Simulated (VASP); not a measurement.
# CrRhF6 (R-3) in VASP: single point with r2SCAN+U

Aim: the single point of CrRhF6 with r2SCAN+U.

Everything below comes from runs of VASP 6.6.1. Logs are shortened: lines on timing, memory, paths and dates and some standing lists are left out, and cuts for length are marked.

### 1 Starting point

The structure is trigonal, space group R-3 (No. 148). The conventional cell has a = 4.985 Å, b = 4.985 Å, c = 14.165 Å, α = 90.00°, β = 90.00°, γ = 120.00°. Cr (site symmetry -3) has 6 F at 2.15 Å as nearest neighbours. Around Rh (site symmetry -3) lie 6 F at 1.90 Å. F (site symmetry 1) is surrounded by 1 Rh at 1.90 Å and 1 Cr at 2.15 Å.

The cell was built by a generator and needn't be a form met in nature.

### 2 Single point, r2SCAN+U

Input file POSCAR:

```
CrRhF6
1.0
    4.9849505400      0.0000000000      0.0000000000
   -2.4924752700      4.3170976000      0.0000000000
    0.0000000000     -2.8780617200      4.7217517800
Cr Rh F
1 1 6
Direct
    0.0000000000      0.0000000000      0.0000000000
    0.5000000000      0.0000000000      0.5000000000
    0.2743000000      0.1651000000      0.7361000000
    0.5710000000      0.8453000000      0.7361000000
    0.8908000000      0.4618000000      0.7361000000
    0.7257000000      0.8349000000      0.2639000000
    0.4290000000      0.1547000000      0.2639000000
    0.1092000000      0.5382000000      0.2639000000
```

Input file INCAR.step1:

```
PREC = Accurate
ENCUT = 520
ISMEAR = -5
SIGMA = 0.1
LREAL = F
LASPH = T
NELM = 150
LMAXMIX = 4
LDAU = T
LDAUTYPE = 1
LDAUL = 2 -1 -1
LDAUU = 3.34 0 0
LDAUJ = 0.42 0 0
NBANDS = 44
GGA = PE
ALGO = Normal
EDIFF = 1E-4
LWAVE = T
LCHARG = F
```

Input file INCAR.step2:

```
PREC = Accurate
ENCUT = 520
EDIFF = 1E-7
ISMEAR = -1
SIGMA = 0.1
LREAL = F
LASPH = T
NELM = 150
ALGO = Normal
ISIF = 2
LWAVE = F
LCHARG = F
LMAXMIX = 4
LDAU = T
LDAUTYPE = 1
LDAUL = 2 -1 -1
LDAUU = 3.34 0 0
LDAUJ = 0.42 0 0
LDAUPRINT = 1
METAGGA = R2SCAN
LMIXTAU = T
LORBIT = 11
NBANDS = 44
ISTART = 1
```

Input file KPOINTS:

```
regular mesh
0
Gamma
  5 5 5
```

Potentials or basis: VASP PAW PBE potentials, release 64 (Cr_pv, Rh_pv, F).

Run with:

```sh
$ cat potpaw_PBE.64/Cr_pv/POTCAR potpaw_PBE.64/Rh_pv/POTCAR potpaw_PBE.64/F/POTCAR > POTCAR
$ cp INCAR.step1 INCAR
$ mpirun -np 1 vasp_std > vasp.out
$ cp INCAR.step2 INCAR
$ mpirun -np 1 vasp_std > vasp.out
```

OUTCAR:

```text
PREC = Accurate
   ENCUT = 520
   EDIFF = 1E-7
   ISMEAR = -1
   LREAL = F
   LASPH = T
   NELM = 150
   ISIF = 2
   METAGGA = R2SCAN
   LORBIT = 11
   ISTART = 1

 ion  position               nearest neighbor table
   1  0.000  0.000  0.000-   4 2.15   7 2.15   6 2.15   3 2.15   8 2.15   5 2.15
   2  0.500  0.000  0.500-   3 1.90   6 1.90   4 1.90   7 1.90   5 1.90   8 1.90
   3  0.274  0.165  0.736-   2 1.90   1 2.15
   4  0.571  0.845  0.736-   2 1.90   1 2.15
   5  0.891  0.462  0.736-   2 1.90   1 2.15
   6  0.726  0.835  0.264-   2 1.90   1 2.15
   7  0.429  0.155  0.264-   2 1.90   1 2.15
   8  0.109  0.538  0.264-   2 1.90   1 2.15

  LATTYP: Found a trigonal (rhomboedric) cell.
 ALAT       =     5.5297539851
 COS(alpha) =     0.5936684580

  Lattice vectors:

 A1 = (  -0.0000000000,  -2.8780617200,   4.7217517800)
 A2 = (   2.4924752700,   1.4390358800,   4.7217517800)
 A3 = (  -2.4924752700,   1.4390358800,   4.7217517800)

Analysis of symmetry for initial positions (statically):
=====================================================================
 Subroutine PRICEL returns:
 Original cell was already a primitive cell.

 Routine SETGRP: Setting up the symmetry group for a
 trigonal (rhombohedral) supercell.

 Subroutine GETGRP returns: Found  6 space group operations
 (whereof  6 operations were pure point group operations)
 out of a pool of 12 trial point group operations.

The static configuration has the point symmetry S_6 .

Analysis of symmetry for dynamics (positions and initial velocities):
=====================================================================
 Subroutine PRICEL returns:
 Original cell was already a primitive cell.

 Routine SETGRP: Setting up the symmetry group for a
 trigonal (rhombohedral) supercell.

 Subroutine GETGRP returns: Found  6 space group operations
 (whereof  6 operations were pure point group operations)
 out of a pool of 12 trial point group operations.

The dynamic configuration has the point symmetry S_6 .

 Subroutine INISYM returns: Found  6 space group operations
[... 174 lines left out ...]
  o =  0.0927  v =  0.0000  0.0000  0.0000  0.0000  0.0000  0.5251 -0.2681 -0.0000 -0.5564 -0.5856      0.0000  0.0000  0.0000  0.0000  0.0000  0.0000  0.0000  0.0000  0.0000  0.0000
  o =  0.0927  v =  0.0000  0.0000  0.0000  0.0000  0.0000  0.5856 -0.5563  0.0000  0.2681  0.5251      0.0000  0.0000  0.0000  0.0000  0.0000  0.0000  0.0000  0.0000  0.0000  0.0000
  o =  0.0927  v =  0.5856 -0.5563  0.0000  0.2681  0.5251  0.0000  0.0000  0.0000  0.0000  0.0000      0.0000  0.0000  0.0000  0.0000  0.0000  0.0000  0.0000  0.0000  0.0000  0.0000
  o =  0.8467  v =  0.0000  0.0000  0.0000  0.0000  0.0000  0.1580  0.4048  0.0000 -0.6743  0.5970      0.0000  0.0000  0.0000  0.0000  0.0000  0.0000  0.0000  0.0000  0.0000  0.0000
  o =  0.8467  v =  0.1580  0.4048  0.0000 -0.6743  0.5970  0.0000  0.0000  0.0000  0.0000  0.0000      0.0000  0.0000  0.0000  0.0000  0.0000  0.0000  0.0000  0.0000  0.0000  0.0000
  o =  0.8467  v =  0.0000  0.0000  0.0000  0.0000  0.0000 -0.5970 -0.6743  0.0000 -0.4048  0.1580      0.0000  0.0000  0.0000  0.0000  0.0000  0.0000  0.0000  0.0000  0.0000  0.0000
  o =  0.8467  v = -0.5970 -0.6743  0.0000 -0.4048  0.1580  0.0000  0.0000  0.0000  0.0000  0.0000      0.0000  0.0000  0.0000  0.0000  0.0000  0.0000  0.0000  0.0000  0.0000  0.0000

 number of electron      68.9999987 magnetization

 Free energy of the ion-electron system (eV)
  ---------------------------------------------------
  ext. energy  EPLUGINS =         0.00000000
  ---------------------------------------------------
  free energy    TOTEN  =       -70.50109298 eV

  energy without entropy =      -70.28041610  energy(sigma->0) =      -70.39075454

 E-fermi :   1.0617     XC(G=0): -10.5062

 val. band max:        1.0584956922   @ k =   0.0000   0.4000   0.2000
 cond. band min:       1.0692955756   @ k =   0.0000   0.0000   0.0000
 fundamental gap:      0.0107998834
 Fermi energy:         1.0616806456

 k-point     1 :       0.0000    0.0000    0.0000
  band No.  band energies     occupation
      1     -47.5283      2.00000
      2     -47.4495      2.00000
      3     -47.4495      2.00000
      4     -43.5307      2.00000
      5     -43.1774      2.00000
      6     -43.1773      2.00000
[... 1070 lines left out ...]
     43       9.8428      0.00000
     44      12.5064      0.00000

------------------------ aborting loop because EDIFF is reached ----------------------------------------

  FORCE on cell =-STRESS in cart. coord.  units (eV):
  Direction    XX          YY          ZZ          XY          YZ          ZX
  --------------------------------------------------------------------------------------
  -------------------------------------------------------------------------------------
  Total       -1.5604926     -1.5604954     -2.2115418      0.0001177     -0.0000016     -0.0000000
  in kB      -24.6046071    -24.6046504    -34.8698323      0.0018559     -0.0000247     -0.0000000
  external PRESSURE =     -28.0263632 kB  Pullay stress =       0.0000000 kB

 VOLUME and BASIS-vectors are now :
 -----------------------------------------------------------------------------
  energy-cutoff  :      520.00
  volume of cell :      101.61
      direct lattice vectors                 reciprocal lattice vectors
     4.984950540  0.000000000  0.000000000     0.200603796  0.115818554  0.070595186
    -2.492475270  4.317097600  0.000000000     0.000000000  0.231637107  0.141190372
     0.000000000 -2.878061720  4.721751780     0.000000000  0.000000000  0.211785805

 POSITION                                       TOTAL-FORCE (eV/Angst)
 -----------------------------------------------------------------------------------
      0.00000      0.00000      0.00000        -0.000000     -0.000000     -0.000000
      2.49248     -1.43903      2.36088        -0.000000     -0.000000     -0.000000
      0.95586     -1.40579      3.47568        -1.391129     -0.846404      1.336285
      0.73952      1.53070      3.47568         1.428572     -0.781550      1.336285
      3.28957     -0.12491      3.47568        -0.037443      1.627958      1.336285
      1.53661      2.84482      1.24607         1.391129      0.846404     -1.336285
      1.75296     -0.09167      1.24607        -1.428572      0.781550     -1.336285
     -0.79709      1.56394      1.24607         0.037443     -1.627958     -1.336285
 -----------------------------------------------------------------------------------
    total drift:                               -0.000000     -0.000000     -0.000000

  FREE ENERGIE OF THE ION-ELECTRON SYSTEM (eV)
  ---------------------------------------------------
  free  energy   TOTEN  =       -70.5010929755 eV

  energy  without entropy=      -70.2804160951  energy(sigma->0) =      -70.39075454

 total charge

# of ion       s       p       d       tot
------------------------------------------
    1        0.188   6.122   3.811  10.121
    2        0.356   6.380   6.848  13.584
    3        1.742   4.362   0.000   6.104
    4        1.742   4.362   0.000   6.104
    5        1.742   4.362   0.000   6.104
    6        1.742   4.362   0.000   6.104
    7        1.742   4.362   0.000   6.104
    8        1.742   4.362   0.000   6.104
--------------------------------------------------
tot         10.996  38.673  10.659  60.328
```

Wall time 4.8 min (1 thread of Intel Xeon 6975P-C (Granite Rapids), shared host); peak memory 0.32 GiB.

Results:

```yaml
Free_energy: -70.5011 eV
Pressure: -2.8 GPa
Largest_force: 2.106 eV/Å
Band_gap_on_the_k_mesh: none (metal or under the smearing width)
Valence_electrons_inside_the_program's_atomic_spheres: Cr 10.12; Rh 13.58; F 6.10
```

Forces in eV/Å, atoms in the order of the input:
```
Cr   0.000  0.000  0.000
Rh   0.000  0.000  0.000
F   -1.391 -0.846  1.336
F    1.429 -0.782  1.336
F   -0.037  1.628  1.336
F    1.391  0.846 -1.336
F   -1.429  0.782 -1.336
F    0.037 -1.628 -1.336
```

Stress tensor (GPa, compression positive):
```
-2.46  0.00  0.00
 0.00 -2.46  0.00
 0.00  0.00 -3.49
```

Eigenvalues of the final occupation matrices:
```tsv
site	spin	trace	eigenvalues
site 1 d	1	1.91	0.04 0.09 0.09 0.85 0.85
site 1 d	2	1.91	0.04 0.09 0.09 0.85 0.85
```

Caveat: the PAW data sets were made with another functional, which shifts forces and pressure a little; an odd number of electrons without spin polarisation forces a metal; a magnetic or distorted state may lie lower; the run has no spin polarisation, though such a crystal can be magnetic; U without spin polarisation on a metal has little footing. Spin polarisation is off, so any magnetic state and its effect on volume and gap are missing.
